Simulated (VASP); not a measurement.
HgTe (zinc blende): the bulk modulus from VASP (plane waves, PAW) at several levels of theory. Static lattice, third-order Birch-Murnaghan fit over five volumes. The measured value holds thermal and zero-point effects that the static calculation lacks.

| level | bulk modulus (GPa) | error against measurement |
|---|---|---|
| LDA | 47.2 | +11.6 % |
| PBE | 34.1 | -19.4 % |
| PBEsol | 42.0 | -0.7 % |
| RPBE | 28.3 | -33.0 % |
| AM05 | 38.9 | -8.1 % |
| PBE-D3(BJ) | 39.8 | -6.0 % |
| PBE-D4 | 40.2 | -5.0 % |
| optB88-vdW | 36.3 | -14.3 % |
| rev-vdW-DF2 | 37.6 | -11.1 % |
| revTPSS | 37.1 | -12.2 % |
| SCAN | 41.5 | -1.8 % |
| r2SCAN | 40.0 | -5.6 % |
| r2SCAN+rVV10 | 42.6 | +0.8 % |
| HSE06 | 40.7 | -3.8 % |
| HSEsol | 46.3 | +9.5 % |

Measured: 42.3 GPa (as given by Cormac Toher et al., Physical Review Materials (2017), arXiv:1611.05714).

The cell of the LDA run:

```
CELL_PARAMETERS angstrom
      0.00000     3.22435     3.22435
      3.22435     0.00000     3.22435
      3.22435     3.22435     0.00000
ATOMIC_POSITIONS crystal
  Hg 0.00000 0.00000 0.00000
  Te 0.25000 0.25000 0.25000
```

Only levels that ran to the end are used. Left out are those held back, those with too coarse a band path, GW runs whose mesh misses a band edge, hybrids' fits of cells that aren't cubic and levels without matching references; a question may draw on a part of the rest.

The compound is HgTe in the zinc blende structure.
